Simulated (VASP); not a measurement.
OSZICAR of a VASP run on CdSe (zinc blende):

**OSZICAR**
```
       N       E                     dE             d eps       ncg     rms          rms(c)
DAV:   1     0.118799717900E+03    0.11880E+03   -0.92785E+03   770   0.126E+03
DAV:   2    -0.184661027771E+01   -0.12065E+03   -0.11599E+03   839   0.308E+02
DAV:   3    -0.622559760317E+01   -0.43790E+01   -0.43575E+01   909   0.625E+01
DAV:   4    -0.624607961337E+01   -0.20482E-01   -0.20479E-01   814   0.414E+00
DAV:   5    -0.624619007835E+01   -0.11046E-03   -0.11046E-03   884   0.270E-01    0.132E+01
DAV:   6    -0.586658149238E+01    0.37961E+00   -0.66025E-01  1108   0.143E+01    0.918E+00
DAV:   7    -0.582502082187E+01    0.41561E-01   -0.25613E-01   804   0.443E+00    0.256E+00
DAV:   8    -0.582133994472E+01    0.36809E-02   -0.32202E-02   819   0.297E+00    0.329E-01
DAV:   9    -0.582091950961E+01    0.42044E-03   -0.33324E-03   834   0.893E-01    0.983E-02
DAV:  10    -0.582090325129E+01    0.16258E-04   -0.13645E-04   849   0.194E-01    0.289E-02
DAV:  11    -0.582090516549E+01   -0.19142E-05   -0.11065E-05   809   0.312E-02    0.582E-03
DAV:  12    -0.582090497866E+01    0.18683E-06   -0.15030E-06   452   0.211E-02
   1 F= 0.58689940E+01 E0= 0.58689940E+01  d E =0.586899E+01
       N       E                     dE             d eps       ncg     rms          rms(c)
DAV:   1    -0.188739401701E+02   -0.13053E+02   -0.27087E+02   879   0.242E+02    0.450E+01
DAV:   2    -0.231604349332E+01    0.16558E+02   -0.64091E+01   814   0.144E+02    0.810E+00
DAV:   3    -0.156602315283E+01    0.75002E+00   -0.30968E+00   794   0.228E+01    0.375E+00
DAV:   4    -0.133173124630E+01    0.23429E+00   -0.46865E-01   804   0.452E+00    0.244E+00
DAV:   5    -0.132409086946E+01    0.76404E-02   -0.18015E-02   868   0.196E+00    0.114E+00
DAV:   6    -0.132342757526E+01    0.66329E-03   -0.12051E-02   844   0.994E-01    0.231E-01
DAV:   7    -0.132334145148E+01    0.86124E-04   -0.51265E-04   809   0.348E-01    0.140E-01
DAV:   8    -0.132336285458E+01   -0.21403E-04   -0.55370E-05   904   0.152E-01    0.141E-02
DAV:   9    -0.132335980553E+01    0.30491E-05   -0.97588E-06   884   0.641E-02    0.540E-03
DAV:  10    -0.132335978225E+01    0.23284E-07   -0.20136E-06   438   0.222E-02
   2 F= 0.73596727E+01 E0= 0.73596727E+01  d E =0.149068E+01
       N       E                     dE             d eps       ncg     rms          rms(c)
DAV:   1    -0.131281046546E+02   -0.11805E+02   -0.16972E+02   764   0.223E+02    0.341E+01
DAV:   2    -0.640172091065E+01    0.67264E+01   -0.16734E+01   804   0.801E+01    0.187E+01
DAV:   3    -0.555831562179E+01    0.84341E+00   -0.11456E+00   874   0.169E+01    0.159E+01
DAV:   4    -0.522505034446E+01    0.33327E+00   -0.40300E-01   789   0.738E+00    0.416E+00
DAV:   5    -0.521644673519E+01    0.86036E-02   -0.25494E-02   789   0.163E+00    0.143E+00
DAV:   6    -0.521517484568E+01    0.12719E-02   -0.28165E-03  1019   0.923E-01    0.498E-01
DAV:   7    -0.521522199975E+01   -0.47154E-04   -0.10089E-03   794   0.406E-01    0.923E-02
DAV:   8    -0.521520623201E+01    0.15768E-04   -0.53910E-05   874   0.110E-01    0.403E-02
DAV:   9    -0.521520505301E+01    0.11790E-05   -0.24293E-06   750   0.156E-02    0.962E-03
DAV:  10    -0.521520507041E+01   -0.17402E-07   -0.44160E-08   407   0.249E-03
   3 F= 0.57248752E+01 E0= 0.57248752E+01  d E =-.144119E+00
       N       E                     dE             d eps       ncg     rms          rms(c)
DAV:   1    -0.516460135820E+01    0.50604E-01   -0.86737E-02   859   0.467E+00    0.465E-01
DAV:   2    -0.516047174943E+01    0.41296E-02   -0.10293E-02   864   0.205E+00    0.230E-01
DAV:   3    -0.516008616339E+01    0.38559E-03   -0.89167E-04   834   0.407E-01    0.183E-01
DAV:   4    -0.516002493723E+01    0.61226E-04   -0.13684E-04   794   0.132E-01    0.193E-02
DAV:   5    -0.516002139909E+01    0.35381E-05   -0.23614E-05   884   0.999E-02    0.157E-02
DAV:   6    -0.516002129448E+01    0.10461E-06   -0.41923E-06   764   0.283E-02
   4 F= 0.57237225E+01 E0= 0.57237225E+01  d E =-.145272E+00
       N       E                     dE             d eps       ncg     rms          rms(c)
DAV:   1    -0.514469601768E+01    0.15325E-01   -0.67918E-03   859   0.131E+00    0.130E-01
DAV:   2    -0.514437529838E+01    0.32072E-03   -0.79774E-04   864   0.572E-01    0.651E-02
DAV:   3    -0.514434511780E+01    0.30181E-04   -0.68991E-05   834   0.114E-01    0.521E-02
DAV:   4    -0.514434027858E+01    0.48392E-05   -0.10733E-05   794   0.367E-02    0.554E-03
DAV:   5    -0.514433999559E+01    0.28298E-06   -0.18137E-06   562   0.282E-02
   5 F= 0.57236707E+01 E0= 0.57236707E+01  d E =-.145323E+00
```

### Question
Which electronic solver shows in the log?

### Answer
It is blocked Davidson (ALGO = Normal, or the opening steps of other solvers). The INCAR had ALGO = Normal.

### Question
Can the final energy be trusted as converged?

### Answer
The calculation finished and met its thresholds. It stopped with EDIFF = 1E-6, NELM = 100, NSW = 40 and EDIFFG = -0.02 after 5 ionic steps (LDA (Ceperley-Alder, Perdew-Zunger), plane waves, VASP's LDA PAW potentials (set 64)). Energy and stress use the plane-wave basis of the starting cell.

The compound is CdSe in the zinc blende structure, whereas wurtzite is the usual form. This run relaxes it under an external pressure of 45 GPa. Symmetry was kept, so distortions that lower it aren't found.
